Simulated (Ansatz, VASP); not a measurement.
# GaW3N (W3GaN antiperovskite) in two plane-wave programs, part 2 of 3

Aim: how closely do two programs agree when they are given the same cell, functional and k mesh? The cell is generated by rule, not measured, and may not be a known phase. The cell is taken from a series of runs on this material, whose earlier steps may have relaxed, scaled, displaced or heated it; both programs get it as it stands.

VASP 6.6.1 and Ansatz 0.2.0.

So far: The structure; VASP: zone-centre phonons, PBE.

### 2. VASP: zone-centre phonons, PBE (continued)

Level of this step: PBE, no spin polarisation; plane waves and PAW (Ga_d, W, N); invented cell (VASP).

From OUTCAR (step 2):

```text
ion  position               nearest neighbor table
   1  0.000  0.000  0.000-   2 2.91   3 2.91   4 2.91   3 2.91   4 2.91   2 2.91   4 2.91   4 2.91
                             2 2.91   3 2.91   3 2.91   2 2.91
   2  0.500  0.500  0.000-   5 2.06   5 2.06   4 2.91   1 2.91   3 2.91   4 2.91   3 2.91   1 2.91
                             3 2.91   3 2.91   1 2.91   4 2.91   4 2.91   1 2.91
   3  0.500  0.000  0.500-   5 2.06   5 2.06   4 2.91   1 2.91   1 2.91   2 2.91   2 2.91   4 2.91
                             2 2.91   2 2.91   1 2.91   4 2.91   1 2.91   4 2.91
   4  0.000  0.500  0.500-   5 2.06   5 2.06   3 2.91   1 2.91   1 2.91   2 2.91   1 2.91   3 2.91
                             1 2.91   2 2.91   3 2.91   2 2.91   2 2.91   3 2.91
   5  0.500  0.500  0.500-   2 2.06   3 2.06   4 2.06   2 2.06   3 2.06   4 2.06

  LATTYP: Found a simple cubic cell.
 ALAT       =     4.1177891151

 Subroutine GETGRP returns: Found 48 space group operations
 (whereof 48 operations were pure point group operations)

The static configuration has the point symmetry O_h .

 Found     10 irreducible k-points:

   k-points           NKPTS =     10   k-points in BZ     NKDIM =     10   number of bands    NBANDS=     24

   dimension x,y,z NGX =    36 NGY =   36 NGZ =   36
   dimension x,y,z NGXF=    72 NGYF=   72 NGZF=   72

   ENCUT  =  600.0 eV  44.10 Ry    6.64 a.u.   8.22  8.22  8.22*2*pi/ulx,y,z

   NELECT =      36.0000    total number of electrons

 k-points in reciprocal lattice and weights: Automatic mesh
   0.00000000  0.00000000  0.00000000       0.016
   0.25000000  0.00000000  0.00000000       0.094
   0.50000000  0.00000000  0.00000000       0.047
   0.25000000  0.25000000  0.00000000       0.188
   0.50000000  0.25000000  0.00000000       0.188
   0.50000000  0.50000000  0.00000000       0.047
   0.25000000  0.25000000  0.25000000       0.125
   0.50000000  0.25000000  0.25000000       0.188
   0.50000000  0.50000000  0.25000000       0.094
   0.50000000  0.50000000  0.50000000       0.016

 average (electrostatic) potential at core
       1 -62.4708       2 -38.1864       3 -38.1864       4 -38.1864       5 -62.8706

  Total       -0.2879573     -0.2879573     -0.2879573     -0.0000000      0.0000000     -0.0000000
  in kB       -6.6076405     -6.6076405     -6.6076405     -0.0000000      0.0000000     -0.0000000
  external PRESSURE =      -6.6076405 kB  Pullay stress =       0.0000000 kB

  energy-cutoff  :      600.00
  volume of cell :       69.82
      direct lattice vectors                 reciprocal lattice vectors
     4.117789115  0.000000000  0.000000000     0.242848765  0.000000000  0.000000000
     0.000000000  4.117789115  0.000000000     0.000000000  0.242848765  0.000000000
     0.000000000  0.000000000  4.117789115     0.000000000  0.000000000  0.242848765

 POSITION                                       TOTAL-FORCE (eV/Angst)
 -----------------------------------------------------------------------------------
      0.00000      0.00000      0.00000         0.000000      0.000000      0.000000
      2.05889      2.05889      0.00000         0.000000      0.000000      0.000000
      2.05889      0.00000      2.05889         0.000000      0.000000      0.000000
      0.00000      2.05889      2.05889         0.000000      0.000000      0.000000
      2.05889      2.05889      2.05889         0.000000      0.000000      0.000000
 -----------------------------------------------------------------------------------
    total drift:                                0.000000      0.000000      0.000000

 Eigenvectors and eigenvalues of the dynamical matrix
 ----------------------------------------------------

   1 f  =   18.959288 THz   119.124718 2PiTHz  632.413765 cm-1    78.409278 meV
             X         Y         Z           dx          dy          dz
      0.000000  0.000000  0.000000     0.000004   -0.002299    0.000049
      2.058895  2.058895  0.000000     0.000010   -0.004982   -0.005932
      2.058895  0.000000  2.058895     0.000010    0.276511    0.000107
      0.000000  2.058895  2.058895    -0.000530   -0.004982    0.000107
      2.058895  2.058895  2.058895     0.001842   -0.960741    0.020610

   2 f  =   18.959288 THz   119.124718 2PiTHz  632.413765 cm-1    78.409278 meV
             X         Y         Z           dx          dy          dz
      0.000000  0.000000  0.000000     0.002300    0.000004   -0.000000
      2.058895  2.058895  0.000000     0.004983    0.000010    0.000042
      2.058895  0.000000  2.058895     0.004983   -0.000529   -0.000001
      0.000000  2.058895  2.058895    -0.276575    0.000010   -0.000001
      2.058895  2.058895  2.058895     0.960962    0.001839   -0.000147

   3 f  =   18.959288 THz   119.124718 2PiTHz  632.413765 cm-1    78.409278 meV
             X         Y         Z           dx          dy          dz
      0.000000  0.000000  0.000000    -0.000000   -0.000049   -0.002299
      2.058895  2.058895  0.000000    -0.000001   -0.000107    0.276512
      2.058895  0.000000  2.058895    -0.000001    0.005932   -0.004982
      0.000000  2.058895  2.058895     0.000031   -0.000107   -0.004982
      2.058895  2.058895  2.058895    -0.000108   -0.020610   -0.960743

   4 f  =    4.575789 THz    28.750529 2PiTHz  152.631884 cm-1    18.923933 meV
             X         Y         Z           dx          dy          dz
      0.000000  0.000000  0.000000     0.050039   -0.008529   -0.932932
      2.058895  2.058895  0.000000    -0.013173    0.002245    0.074789
      2.058895  0.000000  2.058895    -0.013173    0.000684    0.245604
      0.000000  2.058895  2.058895    -0.004011    0.002245    0.245604
      2.058895  2.058895  2.058895    -0.001138    0.000194    0.021210

   5 f  =    4.575789 THz    28.750529 2PiTHz  152.631884 cm-1    18.923933 meV
             X         Y         Z           dx          dy          dz
      0.000000  0.000000  0.000000     0.919668   -0.156761    0.050761
      2.058895  2.058895  0.000000    -0.242112    0.041269   -0.004069
      2.058895  0.000000  2.058895    -0.242112    0.012567   -0.013363
      0.000000  2.058895  2.058895    -0.073726    0.041269   -0.013363
      2.058895  2.058895  2.058895    -0.020909    0.003564   -0.001154

   6 f  =    4.575789 THz    28.750529 2PiTHz  152.631884 cm-1    18.923933 meV
             X         Y         Z           dx          dy          dz
      0.000000  0.000000  0.000000     0.156993    0.921028   -0.000000
      2.058895  2.058895  0.000000    -0.041330   -0.242470    0.000000
      2.058895  0.000000  2.058895    -0.041330   -0.073835    0.000000
      0.000000  2.058895  2.058895    -0.012585   -0.242470    0.000000
      2.058895  2.058895  2.058895    -0.003569   -0.020940   -0.000000

   7 f  =    1.815281 THz    11.405749 2PiTHz   60.551267 cm-1     7.507397 meV
             X         Y         Z           dx          dy          dz
      0.000000  0.000000  0.000000     0.006137   -0.130521   -0.035342
      2.058895  2.058895  0.000000     0.017578   -0.373826    0.206767
      2.058895  0.000000  2.058895     0.017578    0.763601   -0.101224
      0.000000  2.058895  2.058895    -0.035906   -0.373826   -0.101224
      2.058895  2.058895  2.058895    -0.010531    0.223962    0.060644

   8 f  =    1.815281 THz    11.405749 2PiTHz   60.551267 cm-1     7.507397 meV
             X         Y         Z           dx          dy          dz
      0.000000  0.000000  0.000000    -0.135211   -0.006353   -0.000018
      2.058895  2.058895  0.000000    -0.387259   -0.018196    0.000105
      2.058895  0.000000  2.058895    -0.387259    0.037167   -0.000052
      0.000000  2.058895  2.058895     0.791042   -0.018196   -0.000052
      2.058895  2.058895  2.058895     0.232010    0.010901    0.000031

   9 f  =    1.815281 THz    11.405749 2PiTHz   60.551267 cm-1     7.507397 meV
             X         Y         Z           dx          dy          dz
      0.000000  0.000000  0.000000    -0.001641    0.035304   -0.130665
      2.058895  2.058895  0.000000    -0.004701    0.101115    0.764445
      2.058895  0.000000  2.058895    -0.004701   -0.206544   -0.374239
      0.000000  2.058895  2.058895     0.009603    0.101115   -0.374239
      2.058895  2.058895  2.058895     0.002816   -0.060579    0.224209

  10 f/i=    0.007101 THz     0.044620 2PiTHz    0.236878 cm-1     0.029369 meV
             X         Y         Z           dx          dy          dz
      0.000000  0.000000  0.000000     0.010555    0.057032    0.324606
      2.058895  2.058895  0.000000     0.017213    0.093008    0.530822
      2.058895  0.000000  2.058895     0.017213    0.093264    0.529365
      0.000000  2.058895  2.058895     0.017260    0.093008    0.529365
      2.058895  2.058895  2.058895     0.004764    0.025741    0.146509

  11 f/i=    0.007101 THz     0.044620 2PiTHz    0.236878 cm-1     0.029369 meV
             X         Y         Z           dx          dy          dz
      0.000000  0.000000  0.000000    -0.243217    0.220518   -0.030836
      2.058895  2.058895  0.000000    -0.396636    0.359619   -0.050425
      2.058895  0.000000  2.058895    -0.396636    0.360608   -0.050287
      0.000000  2.058895  2.058895    -0.397727    0.359619   -0.050287
      2.058895  2.058895  2.058895    -0.109774    0.099529   -0.013917

  12 f/i=    0.007101 THz     0.044620 2PiTHz    0.236878 cm-1     0.029369 meV
             X         Y         Z           dx          dy          dz
      0.000000  0.000000  0.000000     0.222413    0.238438   -0.049125
      2.058895  2.058895  0.000000     0.362710    0.388842   -0.080333
      2.058895  0.000000  2.058895     0.362710    0.389912   -0.080112
      0.000000  2.058895  2.058895     0.363707    0.388842   -0.080112
      2.058895  2.058895  2.058895     0.100385    0.107617   -0.022172

  13 f/i=    2.557062 THz    16.066497 2PiTHz   85.294422 cm-1    10.575156 meV
             X         Y         Z           dx          dy          dz
      0.000000  0.000000  0.000000     0.000000   -0.000000   -0.000000
      2.058895  2.058895  0.000000     0.011792    0.019464   -0.000000
      2.058895  0.000000  2.058895    -0.011792   -0.000000   -0.706740
      0.000000  2.058895  2.058895     0.000000   -0.019464    0.706740
      2.058895  2.058895  2.058895     0.000000   -0.000000   -0.000000

  14 f/i=    2.557062 THz    16.066497 2PiTHz   85.294422 cm-1    10.575156 meV
             X         Y         Z           dx          dy          dz
      0.000000  0.000000  0.000000     0.000000   -0.000000   -0.000000
      2.058895  2.058895  0.000000    -0.706765   -0.018219   -0.000000
      2.058895  0.000000  2.058895     0.706765   -0.000000   -0.012294
      0.000000  2.058895  2.058895     0.000000    0.018219    0.012294
      2.058895  2.058895  2.058895     0.000000   -0.000000   -0.000000

  15 f/i=    2.557062 THz    16.066497 2PiTHz   85.294422 cm-1    10.575156 meV
             X         Y         Z           dx          dy          dz
      0.000000  0.000000  0.000000    -0.000000   -0.000000    0.000000
      2.058895  2.058895  0.000000    -0.018548    0.706604    0.000000
      2.058895  0.000000  2.058895     0.018548    0.000000    0.019151
      0.000000  2.058895  2.058895    -0.000000   -0.706604   -0.019151
      2.058895  2.058895  2.058895    -0.000000    0.000000    0.000000

 ELASTIC MODULI CONTR FROM IONIC RELAXATION (kBar)
 Direction    XX          YY          ZZ          XY          YZ          ZX
 --------------------------------------------------------------------------------
 XX           0.0000      0.0000      0.0000      0.0000      0.0000      0.0000
 YY           0.0000      0.0000      0.0000      0.0000      0.0000      0.0000
 ZZ           0.0000      0.0000      0.0000      0.0000      0.0000      0.0000
 XY           0.0000      0.0000      0.0000      0.0000      0.0000      0.0000
 YZ           0.0000      0.0000      0.0000      0.0000      0.0000      0.0000
 ZX           0.0000      0.0000      0.0000      0.0000      0.0000      0.0000
 --------------------------------------------------------------------------------
```

This run has no spin polarisation, so a moment on W, if there is one, isn't seen. The k-mesh is coarse for a metal. The data set W keeps the semicore shell frozen, which is cheaper and a little less accurate.

[end of part 2 of 3]

[Lines on the potential files, build, host, timing and source positions are cut from VASP's logs without a mark.]

[Logs are printed without paths, hosts, clocks, repeated set-up lines and the standing remarks that a program may print on its own settings, such as how far it seeks lower states.]

[Hosts, paths, dates, database ids (printed as entryN), source tags and the programs' standing remarks are cut or masked in the printed files.]
